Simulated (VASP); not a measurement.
Consider the following.

```xyz
2
Lattice="4.0487 0.0000 0.0000 0.0000 4.0487 0.0000 0.0000 0.0000 4.0487" Properties=species:S:1:pos:R:3 pbc="T T T"
Tl     0.0000     0.0000     0.0000
Br     2.0243     2.0243     2.0243
```

Method: PBE GGA, VASP's PBE PAW potentials (set 64) (plane waves; VASP 6.6.1). Settings: PREC = Normal, EDIFF = 1E-5, 400 eV cut-off, 7×7×7 Γ-centred mesh, Gaussian smearing of 0.050 eV, potentials Tl_d Br.

**Question.** Estimate the energy per atom (σ→0).

**Answer.** 
energy per atom (σ→0): -267.5 kJ/mol of atoms

The compound is TlBr in the CsCl type structure. It was relaxed first.
